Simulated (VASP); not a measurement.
Consider the following.

```
AlRu
1.0
    3.02988     0.00000     0.00000
    0.00000     2.92501     0.00000
    0.00000     0.00000     2.91617
Al Ru
1 1
Direct
  0.50000   0.50000   0.50000
  0.03147   0.00000   0.00000
```

The numbers are results of PBE GGA with D3 dispersion (zero damping), VASP's PBE PAW potentials (set 64) (plane waves; VASP), not measurements. Settings: 400 eV cut-off, 11×11×11 Γ-centred mesh, first-order Methfessel-Paxton smearing of 0.10 eV, potentials Al Ru_pv.

What does the run give for the energy per atom (σ→0), pressure, largest force, band gap (on the k-mesh) with the smallest direct gap where there is one?

The band gap (on the k-mesh) is none (metal, semimetal or under 0.01 eV) and the energy per atom (σ→0) comes out as -7.504 eV/atom. The pressure is 4.22 GPa and the largest force is 0.879 eV/Å.

Total energies compare only between runs with the same potentials, cut-off and functional.

The compound is RuAl in the CsCl type structure. The cell was not relaxed at this level, atoms are displaced from their ideal sites. The run is one of a series of settings (IVDW = 11 against the base run), some of them coarse on purpose. The electron count is odd and the run is not spin-polarised, which forces a metal.
